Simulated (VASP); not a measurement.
```xyz
3
Lattice="1.8182 -3.1492 0.0000 1.8182 3.1492 0.0000 0.0000 0.0000 4.9143" Properties=species:S:1:pos:R:3 pbc="T T T"
Pt     0.0000     0.0000     4.9143
S      1.8182     1.0497     1.2210
S      1.8182    -1.0497     3.6933
```

Method: PBEsol GGA, VASP's PBE PAW potentials (set 64) (plane waves; VASP). Run with 520 eV cut-off, 7×7×5 Γ-centred mesh, Gaussian smearing of 0.050 eV, potentials Pt S.

Without a dispersion term in the relaxation, distances and binding between the weakly bound layers, chains or molecules are unreliable, and so is what depends on them.

### Question
The ions and cell shape at fixed volume are relaxed. Predict the relaxed structure.

### Answer

```xyz
3
Lattice="1.7789 -3.0812 0.0000 1.7789 3.0812 0.0000 0.0000 0.0000 5.1336" Properties=species:S:1:pos:R:3 pbc="T T T"
Pt     1.7789     3.0812     0.0000
S      1.7789     1.0271     1.2044
S      1.7789    -1.0271     3.9291
```
Space group P-3m1 (164), at a tolerance of 0.03 Å.

### Question
How much energy does the relaxation gain?

### Answer
The energy (σ→0) changes by -24.0 meV/atom, in 6 ionic steps.

The compound is PtS2 in the 1T layered structure. This cell is one point of a volume scan, at 1.06 of the reference volume. Symmetry was kept, so distortions that lower it aren't found.
